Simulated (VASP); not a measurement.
OSZICAR of a VASP run on Ce₂₇O₅₄:

OSZICAR:
```
       N       E                     dE             d eps       ncg     rms          rms(c)
DAV:   1    -0.709205865351E+03   -0.70921E+03   -0.97202E-04   852   0.111E-02    0.991E-03
RMM:   2    -0.709205868253E+03   -0.29026E-05   -0.15830E-05   549   0.849E-03    0.758E-03
RMM:   3    -0.709205869143E+03   -0.88951E-06   -0.25112E-06   599   0.283E-03    0.415E-03
RMM:   4    -0.709205870625E+03   -0.14818E-05   -0.56644E-07   575   0.144E-03    0.777E-04
RMM:   5    -0.709205870643E+03   -0.18379E-07   -0.21549E-07   567   0.118E-03
   1 F= -.70920587E+03 E0= -.70920587E+03  d E =-.278236E-12
```

Which electronic solver shows in the log?

It is blocked Davidson (ALGO = Normal, or the opening steps of other solvers) and then RMM-DIIS (ALGO = Fast or VeryFast). The INCAR had ALGO = Fast.

How was spin treated?

Without spin polarisation: there is no mag entry.

Can the final energy be trusted as converged?

Self-consistency was reached. It stopped with EDIFF = 1E-6, NELM = 100 (PBE GGA, plane waves, VASP's PBE PAW potentials (set 64)).  The supercell is sampled at Γ alone, which is coarse: total energies, pressure and levels can be off, energies of defects by several tenths of an eV.

The cell is a supercell, built from a database entry that may be metastable or hypothetical. The run is not spin-polarised, so no magnetic state was tried.
